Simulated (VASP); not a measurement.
# CsLiCr2Te2S3 (P1) in VASP: notebook, part 2 of 2

VASP 6.6.1.

**3. Density of states, PBE, collinear spin, ferromagnetic start**

POSCAR

```
CsLiCr2Te2S3
1.0
    6.1079200000     -0.0188600000      0.0058100000
   -2.2882200000      5.9315100000      0.0033300000
   -1.3846200000     -2.1939500000      7.5626000000
Cs Li Cr Te S
1 1 2 2 3
Direct
    0.0634800000      0.1017800000      0.9939400000
    0.5702600000      0.5814300000      0.5740300000
    0.0780100000      0.5013800000      0.5799000000
    0.4316200000      0.0297200000      0.5372200000
    0.5445800000      0.7673200000      0.2819800000
    0.0114300000      0.6593200000      0.2990200000
    0.7780000000      0.3713300000      0.7077300000
    0.3940200000      0.8250800000      0.7487500000
    0.1960500000      0.2300900000      0.4864600000
```

INCAR.step1

```
ALGO = Fast ; EDIFF = 1E-7
ENCUT = 520 ; GGA = PE
ISIF = 2 ; ISMEAR = -1
ISPIN = 2 ; KPAR = 4
LASPH = T ; LCHARG = T
LMAXMIX = 4 ; LREAL = F
LWAVE = F ; MAGMOM = 0 0 3 3 0 0 0 0 0
NELM = 120 ; PREC = Accurate
SIGMA = 0.05
```

KPOINTS.step1

```
k-points
0
Gamma
  5 5 4
```

INCAR.step2

```
ALGO = Fast ; EDIFF = 1E-7
ENCUT = 520 ; GGA = PE
ICHARG = 11 ; ISIF = 2
ISMEAR = -5 ; ISPIN = 2
KPAR = 4 ; LASPH = T
LCHARG = F ; LMAXMIX = 4
LORBIT = 11 ; LREAL = F
LWAVE = F ; MAGMOM = 0 0 3 3 0 0 0 0 0
NEDOS = 2001 ; NELM = 120
PREC = Accurate ; SIGMA = 0.05
```

KPOINTS.step2

```
k-points
0
Gamma
  8 8 6
```

Potentials or basis: VASP PAW PBE potentials, release 64 (Cs_sv, Li_sv, Cr_pv, Te, S).

Launch:

```sh
cat potpaw_PBE.64/Cs_sv/POTCAR potpaw_PBE.64/Li_sv/POTCAR potpaw_PBE.64/Cr_pv/POTCAR potpaw_PBE.64/Te/POTCAR potpaw_PBE.64/S/POTCAR > POTCAR
cp INCAR.step1 INCAR
cp KPOINTS.step1 KPOINTS
mpirun -np 4 vasp_std > vasp.out
cp INCAR.step2 INCAR
cp KPOINTS.step2 KPOINTS
mpirun -np 4 vasp_std > vasp.out
```

OUTCAR:

```text
EDIFF = 1E-7
   ENCUT = 520
   GGA = PE
   ICHARG = 11
   ISIF = 2
   ISMEAR = -5
   ISPIN = 2
   LASPH = T
   LORBIT = 11
   LREAL = F
   NELM = 120
   PREC = Accurate

 ion  position               nearest neighbor table
   1  0.063  0.102  0.994-
   2  0.570  0.581  0.574-   9 2.42   7 2.42   8 2.53   5 2.82   3 2.87
   3  0.078  0.501  0.580-   9 2.15   8 2.22   7 2.23   6 2.66   2 2.87
   4  0.432  0.030  0.537-   9 2.28   8 2.32   7 2.36   5 2.73   6 2.82
   5  0.545  0.767  0.282-   4 2.73   2 2.82   6 3.11   6 3.15
   6  0.011  0.659  0.299-   3 2.66   4 2.82   5 3.11   5 3.15
   7  0.778  0.371  0.708-   3 2.23   4 2.36   2 2.42
[... 2424 lines left out ...]
     -1.85288      3.25451      2.26363        -0.036606     -0.028593      0.063930
      2.92234      0.63515      5.35804         0.006996      0.006989      0.001600
     -0.51806      3.24382      5.66753        -0.008187     -0.015143     -0.005681
     -0.00260      0.29381      3.68081        -0.004284      0.005207      0.008425
 -----------------------------------------------------------------------------------
    total drift:                               -0.002100     -0.001989      0.013312

  FREE ENERGIE OF THE ION-ELECTRON SYSTEM (eV)
  ---------------------------------------------------
  free  energy   TOTEN  =       -46.1403552600 eV

  energy  without entropy=      -46.1403552600  energy(sigma->0) =      -46.14035526

 total charge

# of ion       s       p       d       tot
------------------------------------------
    1        1.832   4.706   0.023   6.560
    2        2.018   0.055   0.000   2.074
    3        0.340   6.289   4.190  10.819
    4        0.285   6.242   4.109  10.636
    5        1.390   1.940   0.024   3.354
    6        1.395   1.924   0.035   3.354
    7        1.335   2.407   0.000   3.741
    8        1.340   2.394   0.000   3.734
    9        1.344   2.405   0.000   3.749
--------------------------------------------------
tot         11.278  28.362   8.381  48.021

 magnetization (x)

# of ion       s       p       d       tot
------------------------------------------
    1        0.000  -0.000   0.001   0.001
    2        0.001   0.001   0.000   0.001
    3        0.037   0.027   2.489   2.553
    4        0.038   0.032   2.849   2.919
    5       -0.001  -0.039   0.003  -0.036
    6       -0.002  -0.092   0.005  -0.089
    7       -0.002  -0.054   0.000  -0.056
    8       -0.003  -0.080   0.000  -0.082
    9       -0.001  -0.109   0.000  -0.110
--------------------------------------------------
tot          0.066  -0.313   5.347   5.100
```

OSZICAR.step1:

```text
N       E                     dE             d eps       ncg     rms          rms(c)
DAV:   1     0.548028565046E+03    0.54803E+03   -0.30086E+04  9696   0.139E+03
DAV:   2     0.994513429917E+01   -0.53808E+03   -0.52075E+03 10136   0.329E+02
DAV:   3    -0.481623641701E+02   -0.58107E+02   -0.57142E+02 12292   0.103E+02
[... 26 lines left out ...]
RMM:  30    -0.461275173038E+02   -0.27007E-06   -0.30049E-06 10364   0.628E-03    0.410E-04
RMM:  31    -0.461275175040E+02   -0.20019E-06   -0.22913E-06 10115   0.583E-03    0.437E-04
RMM:  32    -0.461275176431E+02   -0.13911E-06   -0.16431E-06  9628   0.548E-03    0.380E-04
RMM:  33    -0.461275177469E+02   -0.10384E-06   -0.12769E-06  9303   0.524E-03    0.385E-04
RMM:  34    -0.461275178224E+02   -0.75466E-07   -0.10154E-06  9437   0.508E-03    0.945E-05
RMM:  35    -0.461275178768E+02   -0.54442E-07   -0.75386E-07  8950   0.492E-03
   1 F= -.46127518E+02 E0= -.46111456E+02  d E =-.321235E-01  mag=     5.4163
```

Run time: 39 min. Hardware: 4 MPI ranks of AMD EPYC 9R45 (Zen 5), shared host; peak memory 2.9 GiB.

Results:

| Property | Result |
| --- | --- |
| Net moment | 5.42 μB per cell |
| Site moments | Cs +0.00; Li +0.00; Cr +2.55, +2.92; Te -0.04, -0.09; S -0.06, -0.08, -0.11 μB |
| Valence electrons inside the program's atomic spheres | Cs 6.56; Li 2.07; Cr 10.82, 10.64; Te 3.35; S 3.74, 3.73, 3.75 |

States per cell in windows of 1 eV (zero at the Fermi level; states under -8 eV left out):
```csv
from (eV),up,down,Cr4_d_up,Cr3_d_up,Cr4_d_down,Cr3_d_down,S9_p_down,S8_p_down
-8.0,0.00,0.00,0.00,0.00,0.00,0.00,0.00,0.00
-7.0,0.00,0.00,0.00,0.00,0.00,0.00,0.00,0.00
-6.0,0.90,0.00,0.04,0.06,0.00,0.00,0.00,0.00
-5.0,3.30,2.28,0.25,0.41,0.05,0.09,0.36,0.13
-4.0,4.65,5.06,0.55,0.62,0.25,0.33,0.46,0.71
-3.0,3.45,3.80,0.47,0.47,0.15,0.27,0.25,0.31
-2.0,4.31,2.91,1.31,0.87,0.15,0.12,0.19,0.09
-1.0,3.48,0.33,0.87,0.93,0.02,0.02,0.01,0.00
0.0,3.47,2.04,0.65,0.92,0.52,0.70,0.01,0.01
1.0,1.28,5.12,0.33,0.16,1.57,1.81,0.07,0.08
2.0,0.49,3.81,0.03,0.02,1.47,0.84,0.10,0.09
3.0,0.91,0.71,0.01,0.02,0.05,0.04,0.01,0.01
4.0,0.07,0.37,0.00,0.00,0.01,0.01,0.00,0.01
5.0,0.00,0.00,0.00,0.00,0.00,0.00,0.00,0.00
```

Caveat: only a ferromagnetic start was run, and an antiferromagnetic order may lie lower in energy.
